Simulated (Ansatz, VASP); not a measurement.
**OsI in two plane-wave programs**

Wanted: the spread between two codes on one cell, functional and k mesh. The cell is invented: other elements were put on sites of a known structure type. It may not be a known or stable phase. The cell is taken from a series of VASP runs on this material, whose earlier steps may have relaxed, scaled or displaced it; both programs get it as it stands.

Program: Ansatz 0.2.0. Level of theory: plane waves, with VASP 6.6.1 beside it; single point at PBE. Results are calculated unless marked as measured.

### 1. The starting structure

It takes space group Pm-3m (No. 221, cubic). Conventional cell: a = 3.395 Å, b = 3.395 Å, c = 3.395 Å, α = 90.00°, β = 90.00°, γ = 90.00°. Nearest to Os lie 8 I at 2.94 Å. Nearest to I lie 8 Os at 2.94 Å. Farther neighbours and most contacts between anions are not listed.

Structure file:

```cif
data_structure
_symmetry_space_group_name_H-M 'Pm-3m'
_symmetry_Int_Tables_number 221
_cell_length_a 3.3954
_cell_length_b 3.3954
_cell_length_c 3.3954
_cell_angle_alpha 90.000
_cell_angle_beta 90.000
_cell_angle_gamma 90.000
_cell_volume 39.15
loop_
_atom_site_label
_atom_site_type_symbol
_atom_site_symmetry_multiplicity
_atom_site_Wyckoff_symbol
_atom_site_fract_x
_atom_site_fract_y
_atom_site_fract_z
_atom_site_occupancy
Os1 Os 1 b 0.50000 0.50000 0.50000 1
I1 I 1 a 0.00000 0.00000 0.00000 1
```

### 2. VASP: single point, PBE

A single point gives forces, pressure and levels at one fixed geometry, so differences don't come from the geometry; what else differs is listed under the comparison.

Lines of VASP's logs that name or quote its potential files are left out, and so is its time.

Contents of INCAR:

```
SYSTEM = OsI
PREC = Accurate
ENCUT = 400
EDIFF = 1E-06
NELM = 100
ISMEAR = -1
SIGMA = 0.05
LREAL = .FALSE.
ALGO = Normal
GGA = PE
NBANDS = 13
LORBIT = 11
LWAVE = .FALSE.
LCHARG = .FALSE.
ISIF = 2
```

Contents of POSCAR:

```
OsI
1.0
    3.3954438774      0.0000000000      0.0000000000
    0.0000000000      3.3954438774      0.0000000000
    0.0000000000      0.0000000000      3.3954438774
Os I
1 1
Direct
    0.5000000000      0.5000000000      0.5000000000
    0.0000000000      0.0000000000      0.0000000000
```

Contents of KPOINTS:

```
Automatic mesh
0
Gamma
8 8 8
0 0 0
```

Potentials, in the order of the species: Os and I (PBE family, release 64).

The run is started by

```bash
$ mpirun -np 1 vasp_std
```

Numbers of over 12 decimals in the logs are rounded to 6 here.

Log:

```text
[banner, memory and clock lines left out]
running    1 mpi-ranks, on    1 nodes
 distrk:  each k-point on    1 cores,    1 groups
 distr:  one band on    1 cores,    1 groups

 POSCAR found type information on POSCAR OsI
 POSCAR found :  2 types and       2 ions
 LDA part: xc-table for (Slater+PW92), standard interpolation
 POSCAR, INCAR and KPOINTS ok, starting setup
 FFT: planning ... GRIDC
 FFT: planning ... GRID_SOFT
 FFT: planning ... GRID
 WAVECAR not read
 entering main loop
       N       E                     dE             d eps       ncg     rms          rms(c)
DAV:   1     0.591785227566E+02    0.59179E+02   -0.51196E+03   910   0.772E+02
DAV:   2    -0.573086940141E+01   -0.64909E+02   -0.57491E+02  1065   0.228E+02
DAV:   3    -0.929877791683E+01   -0.35679E+01   -0.33939E+01  1100   0.425E+01
DAV:   4    -0.934102172730E+01   -0.42244E-01   -0.42192E-01  1045   0.589E+00
DAV:   5    -0.934181245021E+01   -0.79072E-03   -0.79059E-03  1125   0.755E-01    0.204E+01
DAV:   6    -0.920293667115E+01    0.13888E+00   -0.12149E-01  1045   0.263E+00    0.122E+01
DAV:   7    -0.916025512224E+01    0.42682E-01   -0.13645E-01   940   0.240E+00    0.183E+00
DAV:   8    -0.915858520943E+01    0.16699E-02   -0.11790E-02  1123   0.103E+00    0.105E+00
DAV:   9    -0.915719922788E+01    0.13860E-02   -0.82597E-03   960   0.634E-01    0.949E-01
DAV:  10    -0.915700276886E+01    0.19646E-03   -0.51905E-04  1020   0.154E-01    0.755E-02
DAV:  11    -0.915700281163E+01   -0.42777E-07   -0.63742E-06  1100   0.235E-02
   1 F= -.91570028E+01 E0= -.91447453E+01  d E =-.245151E-01
```

From OUTCAR (step 2):

```text
ion  position               nearest neighbor table
   1  0.500  0.500  0.500-   2 2.94   2 2.94   2 2.94   2 2.94   2 2.94   2 2.94   2 2.94   2 2.94

  LATTYP: Found a simple cubic cell.
 ALAT       =     3.3954438774

 Subroutine GETGRP returns: Found 48 space group operations
 (whereof 48 operations were pure point group operations)

The static configuration has the point symmetry O_h .

 Found     35 irreducible k-points:

   k-points           NKPTS =     35   k-points in BZ     NKDIM =     35   number of bands    NBANDS=     13

   dimension x,y,z NGX =    24 NGY =   24 NGZ =   24
   dimension x,y,z NGXF=    48 NGYF=   48 NGZF=   48

   ENCUT  =  400.0 eV  29.40 Ry    5.42 a.u.   5.54  5.54  5.54*2*pi/ulx,y,z

   NELECT =      15.0000    total number of electrons

 k-points in reciprocal lattice and weights: Automatic mesh
   0.00000000  0.00000000  0.00000000       0.002
   0.12500000  0.00000000  0.00000000       0.012
   0.25000000  0.00000000  0.00000000       0.012
   0.37500000  0.00000000  0.00000000       0.012
   0.50000000  0.00000000  0.00000000       0.006
   0.12500000  0.12500000  0.00000000       0.023
   0.25000000  0.12500000  0.00000000       0.047
   0.37500000  0.12500000  0.00000000       0.047
   0.50000000  0.12500000  0.00000000       0.023
[...]
0.50000000  0.50000000  0.37500000       0.012
   0.50000000  0.50000000  0.50000000       0.002

 average (electrostatic) potential at core
       1 -41.7437       2 -88.2056

 E-fermi :  10.2281

 k-point     1 :       0.0000    0.0000    0.0000
  band No.  band energies     occupation
    ...
      6       7.0644      2.00000
      7       9.2572      2.00000
      8       9.2572      2.00000
      9       9.2572      2.00000
     10       9.9778      1.98669
     11      17.1165      0.00000
     12      17.1165      0.00000
     13      23.1052      0.00000

 k-point     2 :       0.1250    0.0000    0.0000
  band No.  band energies     occupation
    ...
      5       6.7739      2.00000
      6       7.5000      2.00000
      7       9.2761      2.00000
      8       9.7004      1.99995
      9       9.7004      1.99995
     10      11.1111      0.00000
     11      16.6285      0.00000
     12      17.6602      0.00000
     13      21.5437      0.00000

 k-point     3 :       0.2500    0.0000    0.0000
  band No.  band energies     occupation
    ...
      3       6.2770      2.00000
      4       6.2770      2.00000
      5       6.7260      2.00000
      6       8.3860      2.00000
      7       9.3222      2.00000
      8      10.6606      0.00035
      9      10.6606      0.00035
     10      12.5324      0.00000
     11      15.6276      0.00000
     12      18.7057      0.00000
    ...

  Total       -0.3571629     -0.3571629     -0.3571629      0.0000000      0.0000000      0.0000000
  in kB      -14.6179768    -14.6179768    -14.6179768      0.0000000      0.0000000      0.0000000
  external PRESSURE =     -14.6179768 kB  Pullay stress =       0.0000000 kB

  energy-cutoff  :      400.00
  volume of cell :       39.15
      direct lattice vectors                 reciprocal lattice vectors
     3.395443877  0.000000000  0.000000000     0.294512304  0.000000000  0.000000000
     0.000000000  3.395443877  0.000000000     0.000000000  0.294512304  0.000000000
     0.000000000  0.000000000  3.395443877     0.000000000  0.000000000  0.294512304

 POSITION                                       TOTAL-FORCE (eV/Angst)
 -----------------------------------------------------------------------------------
      1.69772      1.69772      1.69772         0.000000      0.000000      0.000000
      0.00000      0.00000      0.00000         0.000000      0.000000      0.000000
 -----------------------------------------------------------------------------------
    total drift:                                0.000000     -0.000000     -0.000000

  FREE ENERGIE OF THE ION-ELECTRON SYSTEM (eV)
  ---------------------------------------------------
  free  energy   TOTEN  =        -9.1570028116 eV

  energy  without entropy=       -9.1324877101  energy(sigma->0) =       -9.14474526

 total charge
# of ion       s       p       d       tot
------------------------------------------
    1        0.433   0.340   6.102   6.876
    2        1.578   2.434   0.190   4.202
--------------------------------------------------
tot          2.012   2.774   6.292  11.078

[... 3 further parts left out ...]
```

The run ends at a pressure of -1.46 GPa.

### 3. Ansatz: single point, PBE

Ansatz runs on its default PAW (the set named soft_2) files.

The same cell, functional, mesh and smearing now go to Ansatz, which takes its cutoff from its data sets.

Contents of input.yaml:

```yaml
crystal:
  lattice:
    - [3.3954438774, 0.0, 0.0]
    - [0.0, 3.3954438774, 0.0]
    - [0.0, 0.0, 3.3954438774]
  atoms:
    - { symbol: Os, position: [0.5, 0.5, 0.5] }
    - { symbol: I, position: [0.0, 0.0, 0.0] }
hamiltonian:
  xc: pbe
  pseudopotentials: { kind: paw }
kpoints:
  mp_grid: { grid: [8, 8, 8] }
scf:
  occupations: { method: fermi_dirac, width: 0.05 }
  n_extra_bands: 4
output:
  forces: true
  stress: true
  eigenvalues: true
```

The run is started by

```bash
$ ansatz run input.yaml --threads 2 --pin off --max-ram 4608MiB --backend cpu --events-out ev --progress --plain --runs-dir out
```

Log:

```text
scf.n_extra_bands = 4 over 17 filled bands (N_el = 33.0): the run solves 21 bands
Engine: ansatz 0.2.0, aarch64-unknown-linux-gnu
Pseudopotentials: kind: paw
Pseudopotential: Os, paw, valence charge 16, recommended cutoff 420 eV (normal), Os.paw.azcp
Pseudopotential: I, paw, valence charge 17, recommended cutoff 420 eV (normal), I.paw.azcp
Functional definition: PBE
  parameter kappa = 0.804
  parameter beta = 0.066725
  exchange = pbe_x(kappa = kappa, mu = beta*pi^2/3)
  correlation = pbe_c(beta = beta)
Crystal: 2 atoms, lattice volume = 39.146 Å³
Basis set: ecut = 420 eV, 751 PW (Γ), exchange–correlation on 48×48×48 points (8 copies of the dense FFT grid, shifted against one another)
Bands: 21, of which v1, the nominal top of the filled ones, is band 17 counted from 1 (16 counted from 0)
Symmetry: 48 space group operations
Space group: Pm-3m (ITA 221), of the structure as read, at distance tolerance 3.4e-5 Å
k-points: 35 of 512
Non-local potential: Os, projectors of the file, l = 0: 3, l = 1: 2, l = 2: 2, l = 3: 1
Non-local potential: I, projectors of the file, l = 0: 2, l = 1: 2, l = 2: 2, l = 3: 2
PAW form: soft (Blöchl's): semilocal exchange-correlation on the pseudo side does not see the compensation charge
PAW one-centre angular grid: Os, 590 points (default); XC on 64 Gauss nodes
PAW one-centre angular grid: I, 590 points (default); XC on 64 Gauss nodes
Initial density: superposition of atomic densities (neutral atoms: chi_scale 0, normalization atom), corrected by the library's trained network
Initial wavefunctions: pseudopotential atomic-orbital guess
Functional: x = pbe(κ = 0.804, μ = 0.219515), c = pbe(β = 0.066725)
SCF iter   1: F=—  HF=-18893.806023 eV  |F-HF|=—  |Δ(HF+E_count)|=         —  Δρ=1.51e-2  dr2=8.37e-2  ethr=1.77e-3  ⟨swp⟩=6.4  Hψ=3643  notcnv=0
preconditioner: auto → Kerker (q_TF=auto, 2.652 Å⁻¹)  [metal: Δε(μ)=0.032 eV  Ē_g=8.770 eV  σ=0.050 eV  W_gap=0.16  n_scr=18 (ndim 8)  ℏωp=23.0 eV  f_vac=0.000  D(μ)=2.61/eV (n_scr^D=26)]
SCF iter   2: F=—  HF=-18893.790655 eV  |F-HF|=—  |Δ(HF+E_count)|=   1.54e-2  Δρ=6.05e-3  dr2=6.64e-3  ethr=2.53e-4  ⟨swp⟩=2.0  Hψ=1149  notcnv=0  defer=2
SCF iter   3: F=—  HF=-18893.790011 eV  |F-HF|=—  |Δ(HF+E_count)|=   6.44e-4  Δρ=2.02e-3  dr2=7.10e-4  ethr=2.01e-5  ⟨swp⟩=1.1  Hψ=743  notcnv=0  defer=2
SCF iter   4: F=—  HF=-18893.790002 eV  |F-HF|=—  |Δ(HF+E_count)|=   8.62e-6  Δρ=2.27e-4  dr2=1.49e-5  ethr=2.15e-6  ⟨swp⟩=2.4  Hψ=1058  notcnv=0  defer=2
SCF iter   5: F=—  HF=-18893.789980 eV  |F-HF|=—  |Δ(HF+E_count)|=   2.24e-5  Δρ=5.95e-5  dr2=7.75e-7  ethr=4.52e-8  ⟨swp⟩=1.8  Hψ=925  notcnv=0  defer=2
SCF iter   6: F=-18893.789980 eV  HF=-18893.789980 eV  |F-HF|=2.43e-9  |Δ(HF+E_count)|=   1.34e-7  Δρ=9.22e-6  dr2=1.92e-8  ethr=3.03e-10  ⟨swp⟩=6.7  Hψ=3346  notcnv=0
SCF 1 converged in 6 iterations: F = -18893.789980 eV  dr2 = 1.92e-8
  greatest PAW one-centre occupation: 1.000 electrons in one spin orbital (limit 2), on the Os atom at site 0 (counted from 0), in its partial waves of l = 0
SCF converged after 6 iterations
Free energy (F): -18893.789980 eV
Harris-Foulkes:  -18893.789980 eV  (|F-HF|=2.43e-9)
Internal energy: -18893.765709 eV  (E = F + TS)
E sigma→0 (E₀):  -18893.777844 eV
Entropy (-TS):   -0.024271 eV (-12.135 meV/atom)
Fermi energy:    18.738714 eV
--- Per-component energies (eV) ---
  E_band       = -377.018303
  E_kinetic    = 758.519047
  E_local      = -2258.483156  (includes V_loc(G=0)·N_el)
  E_nonlocal   = -95.534684
  E_hartree    = 1126.973722
  E_xc         = -395.638209
  E_vxc        = -413.746655  (∫ρ·V_xc dr)
  E_paw        = -13825.666947  (= ΣΔE_a)
  E_vpaw       = -621.723386  (= ΣTr[D̂ρ^β])
  E_aug_tail   = -0.000089  (compensation charges beyond the density's cutoff)
  E_ewald      = -4203.935391
  E_smearing   = -0.024271  (= −TS)
  E_closure    = 0.000000  (closes the sum)
  Σ components = -18893.789980   (vs F -18893.789980, Δ=0.00e0)
--- Forces (eV/Å), atoms counted from 1 ---
  atom   1  Os     0.00000000    -0.00000000     0.00000000
  atom   2  I     -0.00000000     0.00000000     0.00000000
  max |Σ_I F_I| component: 3.94e-29 eV/Å
--- Stress (GPa, compression-positive) ---
       -1.400863       0.000000       0.000000
        0.000000      -1.400863       0.000000
        0.000000       0.000000      -1.400863
  P = ⅓ Tr σ = -1.4009 GPa (-14.009 kbar)
--- Band table (eV; the first three rows and the last of 35) ---
  k-point 0: bands = [... 13 lower, 15.5545, 15.5545, 17.7690, 17.7690, 17.7690, 18.4822, 25.7415, 25.7415]
  k-point 1: bands = [... 13 lower, 15.2672, 15.9990, 17.7879, 18.2090, 18.2090, 19.6140, 25.2189, 26.2895]
  k-point 2: bands = [... 13 lower, 15.2287, 16.8887, 17.8343, 19.1667, 19.1667, 21.0392, 24.1732, 27.2936]
  k-point 34: bands = [... 13 lower, 19.0400, 19.0400, 19.4984, 19.4984, 19.4984, 20.9211, 20.9211, 20.9211]
```

Wall time 1.8 s (2 threads of Arm Neoverse N1, shared host); peak memory 0.31 GiB; 2.9 s of CPU time.

In the SCF lines HF is the Harris–Foulkes energy and dr2 the Hartree energy of the density residual, in eV; the loop may stop once dr2 is under the threshold and the program's other checks hold. Hψ counts applications of the Hamiltonian.

The run ends at a pressure of -1.40 GPa.

### 4. Side by side

Known differences besides the potentials themselves: the data sets hold 33 valence electrons in Ansatz (default PAW (the set named soft_2) files) and 15 in VASP; the cutoff is 420 eV in Ansatz and 400 eV in VASP; VASP leaves aspherical gradient terms in its spheres out (LASPH is not set), Ansatz keeps them. Total energies have different zeros and are not compared.

Both answers:

| quantity | Ansatz | VASP | difference |
| --- | --- | --- | --- |
| pressure (GPa) | -1.40 | -1.46 | +0.06 |

Ansatz's pressure holds a Pulay correction of 0.04 GPa; VASP's holds none.

### 5. What came out

| Item | Value |
| --- | --- |
| difference in pressure (single point, PBE) | 0.061 GPa |

What this shows: The difference in pressure is 0.061 GPa (single point, PBE), within the 1 GPa picked in this series as the mark of a large difference. Such differences can come from data sets, numerical settings and the points named under the comparisons, not from the functional's error against experiment.

[Lines on the potential files, build, host, timing and source positions are cut from VASP's logs without a mark.]

[Logs are printed without paths, hosts, clocks, repeated set-up lines and the standing remarks that a program may print on its own settings, such as how far it seeks lower states.]

[Hosts, paths, dates, database ids (printed as entryN), source tags and the programs' standing remarks are cut or masked in the printed files.]
